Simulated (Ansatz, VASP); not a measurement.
## One calculation of BeP, two programs

INCAR

```
SYSTEM = BeP
  ALGO = Normal
  EDIFF = 1E-6
  ENCUT = 520
  ISIF = 2
  ISMEAR = -1
  LASPH = .TRUE.
  LCHARG = .FALSE.
  LMIXTAU = .TRUE.
  LREAL = .FALSE.
  LWAVE = .FALSE.
  METAGGA = R2SCAN
  NBANDS = 10
  NELM = 80
  PREC = Accurate
  SIGMA = 0.1
```

File KPOINTS:

```
k-points
0
G
  7 7 7
  0 0 0
```

The input POSCAR:

```
BeP
1.0
    0.0000000000      3.2472470000      0.0000000000
    3.2472470000      0.0000000000      0.0000000000
    1.6236230000      1.6236230000     -2.5271900000
Be P
1 1
Direct
    0.0000000000      0.0000000000      0.0000000000
    0.4280000000      0.4280000000      0.1440000000
```

Input for Ansatz:

```yaml
crystal:
  lattice:
    - [0.0, 3.247247, 0.0]
    - [3.247247, 0.0, 0.0]
    - [1.623623, 1.623623, -2.52719]
  atoms:
    - { symbol: Be, position: [0.0, 0.0, 0.0] }
    - { symbol: P, position: [0.428, 0.428, 0.144] }
  symmetry: { tolerance: 0.0003 }
kpoints:
  mp_grid: { grid: [7, 7, 7], shift: [0, 0, 0] }
magnetization:
  spin_polarized: false
scf:
  occupations: { method: fermi_dirac }
hamiltonian:
  pseudopotentials: { kind: paw }
  xc: r2scan
basis:
  ecutwfc: 500
output:
  forces: true
  stress: true
  eigenvalues: true
  write_density: true
  write_potential: true
  elf: true
  volumetric_format: npy
```

The cell was built by a generator and needn't be a form met in nature.

Alike in both runs: task single point; functional r2SCAN; k mesh 7 × 7 × 7; no spin polarisation.

```csv
,VASP,Ansatz
version,VASP 6.6.1,Ansatz 0.2.0
potentials or method,"VASP PAW PBE potentials, release 64 (Be, P)",PAW plane waves
plane-wave cutoff (eV),520,500
occupations,"fermi-dirac, width 0.1 eV",fermi-dirac
valence electrons in the cell,7,7
```

|  | VASP | Ansatz | Ansatz less VASP |
| --- | --- | --- | --- |
| gap on the k mesh at the Fermi level (eV) | none | none | - |
| pressure (GPa) | -3.7 | -3.7 | +0.02 |
| largest component of the traceless stress (GPa) | 3.67 | 3.51 | -0.158 |
| rms of the force components (eV/Å) | 0.036 | 0.035 | -0.0012 |

Atom by atom the forces differ by 0.001 eV/Å (rms over components). A gap of «none» marks a metal or a gap that the smearing closes.

Caveats: the PAW data sets were made with another functional, which shifts forces and pressure a little (VASP).
